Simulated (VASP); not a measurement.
Data:

```
GaSe
1.0
    3.81493     0.00000     0.00000
   -1.90746     3.30382     0.00000
    0.00000     0.00000    17.44978
Ga Se
4 4
Direct
  0.33333   0.66667   0.17934
  0.66667   0.33333   0.82066
  0.66667   0.33333   0.67934
  0.33333   0.66667   0.32066
  0.33333   0.66667   0.61207
  0.66667   0.33333   0.38793
  0.66667   0.33333   0.11207
  0.33333   0.66667   0.88793
```

Level of theory: modified Becke-Johnson potential (mBJ), VASP's PBE PAW potentials (set 64) (plane waves; VASP). Run with 400 eV cut-off, 6×6×1 Γ-centred mesh, Gaussian smearing of 0.050 eV, potentials Ga_d Se.

mBJ is a potential without an energy functional, so only the levels count. Without a dispersion term in the relaxation, distances and binding between the weakly bound layers, chains or molecules are unreliable, and so is what depends on them.

Task: What does the run give for the band gap (over mesh and band path) with the smallest direct gap where there is one?

Result: 
```yaml
band gap (over mesh and band path): 2.20 eV
smallest direct gap (over mesh and band path): 2.20 eV
```

Total energies compare only between runs with the same potentials, cut-off and functional.

The structure comes from a computed database's GaSe entry (P6_3/mmc), a phase known from measurement. It was relaxed first, which changed the volume by +8 %. The cell's shape comes from a PBE relaxation.
